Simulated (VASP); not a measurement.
Output of a VASP run:

**OUTCAR**
```
 ion  position               nearest neighbor table
   1  0.738  0.237  0.494-
   2  0.012  0.013  0.006-
  LATTYP: Found a body centered tetragonal cell.
 ALAT       =     5.4732880000
 C/A-ratio  =     0.5456120708
 Subroutine PRICEL returns:
 Original cell was already a primitive cell.
 Subroutine GETGRP returns: Found  2 space group operations
The static configuration has the point symmetry C_1 .
 The point group associated with its full space group is S_2 .
The dynamic configuration has the point symmetry C_1 .
 Subroutine INISYM returns: Found  2 space group operations
 Subroutine IBZKPT returns following result:
 Found     38 irreducible k-points:

 Following reciprocal coordinates:
            Coordinates               Weight
  0.000000  0.000000  0.000000      1.000000
  0.200000  0.000000 -0.000000      2.000000
  0.400000  0.000000 -0.000000      2.000000
  0.000000  0.200000 -0.000000      2.000000
  0.200000  0.200000 -0.000000      2.000000
  0.400000  0.200000 -0.000000      2.000000
 -0.400000  0.200000  0.000000      2.000000
 -0.200000  0.200000  0.000000      2.000000
  0.000000  0.400000 -0.000000      2.000000
  0.200000  0.400000 -0.000000      2.000000
  0.400000  0.400000 -0.000000      2.000000
 -0.400000  0.400000  0.000000      2.000000
 -0.200000  0.400000 -0.000000      2.000000
  0.000000  0.000000  0.333333      2.000000
  0.200000  0.000000  0.333333      2.000000
  0.400000 -0.000000  0.333333      2.000000
 -0.400000 -0.000000  0.333333      2.000000
 -0.200000  0.000000  0.333333      2.000000
  0.000000  0.200000  0.333333      2.000000
  0.200000  0.200000  0.333333      2.000000
  0.400000  0.200000  0.333333      2.000000
 -0.400000  0.200000  0.333333      2.000000
 -0.200000  0.200000  0.333333      2.000000
 -0.000000  0.400000  0.333333      2.000000
  0.200000  0.400000  0.333333      2.000000
  0.400000  0.400000  0.333333      2.000000
 -0.400000  0.400000  0.333333      2.000000
 -0.200000  0.400000  0.333333      2.000000
 -0.000000 -0.400000  0.333333      2.000000
  0.200000 -0.400000  0.333333      2.000000
  0.400000 -0.400000  0.333333      2.000000
 -0.400000 -0.400000  0.333333      2.000000
 -0.200000 -0.400000  0.333333      2.000000
  0.000000 -0.200000  0.333333      2.000000
  0.200000 -0.200000  0.333333      2.000000
  0.400000 -0.200000  0.333333      2.000000
 -0.400000 -0.200000  0.333333      2.000000
 -0.200000 -0.200000  0.333333      2.000000
   k-points           NKPTS =     38   k-points in BZ     NKDIM =     38   number of bands    NBANDS=     11
   number of dos      NEDOS =    301   number of ions     NIONS =      2
   total plane-waves  NPLWV =  13824
   dimension x,y,z NGX =    24 NGY =   24 NGZ =   24
   dimension x,y,z NGXF=    48 NGYF=   48 NGZF=   48
   ions per type =               2
   PREC   = accura    normal or accurate (medium, high low for compatibility)
   ISTART =      0    job   : 0-new  1-cont  2-samecut
   ICHARG =      2    charge: 1-file 2-atom 10-const
   ISPIN  =      1    spin polarized calculation?
   LNONCOLLINEAR =      F non collinear calculations
   LSORBIT =      F    spin-orbit coupling
   INIWAV =      1    electr: 0-lowe 1-rand  2-diag
   ENCUT  =  300.0 eV  22.05 Ry    4.70 a.u.   5.86  5.86  5.86*2*pi/ulx,y,z
   NELM   =    100;   NELMIN=  2; NELMDL= -5     # of ELM steps
   EDIFF  = 0.1E-05   stopping-criterion for ELM
   LREAL  =      F    real-space projection
   NLSPLINE    = F    spline interpolate recip. space projectors
   LMAXMIX     =    2 max onsite mixed and CHGCAR
   VOSKOWN=      0    Vosko Wilk Nusair interpolation
   EDIFFG = 0.1E-04   stopping-criterion for IOM
   NSW    =      0    number of steps for IOM
   NBLOCK =      1;   KBLOCK =      1    inner block; outer block
   IBRION =     -1    ionic relax: 0-MD 1-quasi-New 2-CG
...
```

### OSZICAR
```
       N       E                     dE             d eps       ncg     rms          rms(c)
DAV:   1     0.522094901279E+02    0.52209E+02   -0.46414E+03   852   0.701E+02
DAV:   2     0.892782889329E-01   -0.52120E+02   -0.50527E+02  1321   0.156E+02
DAV:   3    -0.212427551776E+01   -0.22136E+01   -0.21487E+01  1025   0.332E+01
DAV:   4    -0.214558513455E+01   -0.21310E-01   -0.21282E-01  1012   0.415E+00
DAV:   5    -0.214596591751E+01   -0.38078E-03   -0.38073E-03  1034   0.497E-01    0.655E+00
DAV:   6    -0.214415872338E+01    0.18072E-02   -0.61580E-03  1007   0.547E-01    0.400E+00
DAV:   7    -0.214607927838E+01   -0.19206E-02   -0.56488E-03  1013   0.573E-01    0.173E-01
DAV:   8    -0.214587582900E+01    0.20345E-03   -0.80351E-04  1010   0.185E-01    0.200E-02
DAV:   9    -0.214588759142E+01   -0.11762E-04   -0.22041E-05  1034   0.405E-02    0.740E-03
DAV:  10    -0.214589166257E+01   -0.40711E-05   -0.24549E-06   992   0.132E-02    0.258E-03
DAV:  11    -0.214589235898E+01   -0.69642E-06   -0.81404E-07   697   0.794E-03
   1 F= -.21458924E+01 E0= -.20716580E+01  d E =-.148469E+00
```

File OUTCAR:
```
------------------------ aborting loop because EDIFF is reached ----------------------------------------
  FORCE on cell =-STRESS in cart. coord.  units (eV):
  Direction    XX          YY          ZZ          XY          YZ          ZX
  --------------------------------------------------------------------------------------
  Total        1.1319238      0.0053451      0.0259784      0.0024668     -0.0299386     -0.0672333
  in kB       40.5442143      0.1914552      0.9305153      0.0883580     -1.0723673     -2.4082200
  external PRESSURE =      13.8887282 kB  Pullay stress =       0.0000000 kB
  volume of cell :       44.73
      direct lattice vectors                 reciprocal lattice vectors
    -2.736644000  2.736644000  1.493146000     0.000000000  0.182705533  0.334863436
     2.736644000 -2.736644000  1.493146000     0.182705533  0.000000000  0.334863436
     2.736644000  2.736644000 -1.493146000     0.182705533  0.182705533  0.000000000
 POSITION                                       TOTAL-FORCE (eV/Angst)
 -----------------------------------------------------------------------------------
     -0.01907      2.72330      0.71718         0.075374      0.039809     -0.226814
      0.01907      0.01334      0.02939        -0.075374     -0.039809      0.226814
 -----------------------------------------------------------------------------------
    total drift:                                0.000000      0.000000     -0.000000
  FREE ENERGIE OF THE ION-ELECTRON SYSTEM (eV)
  ---------------------------------------------------
  free  energy   TOTEN  =        -2.1458923590 eV

  energy  without entropy=       -1.9974236987  energy(sigma->0) =       -2.07165803
```
(Selected blocks of OUTCAR.)

File POSCAR:
```
Cl2
1
   -2.7366440000     2.7366440000     1.4931460000
    2.7366440000    -2.7366440000     1.4931460000
    2.7366440000     2.7366440000    -1.4931460000
Cl
2
Direct
  0.7377210000   0.2366750000   0.4940780000
  0.0122790000   0.0133250000   0.0059220000
```

Problem. Write an INCAR and KPOINTS that could have produced this output.

Solution. This is not unique; one that fits is the input of the run itself, PBE GGA, plane waves, VASP's PBE PAW potentials (set 64).

### INCAR
```
ALGO = Normal
EDIFF = 1E-6
ENCUT = 300
GGA = PE
ISIF = 2
ISMEAR = 0
LASPH = .True.
LCHARG = .False.
LREAL = .False.
LWAVE = .False.
NELM = 100
PREC = Accurate
SIGMA = 0.272
SYSTEM = Cl2
```

**KPOINTS**
```
Automatic mesh
0
Gamma
5 5 3
0 0 0
```

POTCAR, in this order: Cl (PBE.64 set). Program: vasp_std.

At this cut-off the stress carries a Pulay error, which pulls relaxed volumes low.

The structure was generated: Cl2 was put into an ordered model structure, which need not be its known phase. The cell was not relaxed at this level, atoms are displaced from their ideal sites. The k-mesh is coarse (spacing up to 0.54 per Å, 2π included), so the numbers may not be converged in it. The run is one of a series of settings (KPOINTS 5×5×3 Γ-centred mesh against the base run), some of them coarse on purpose.
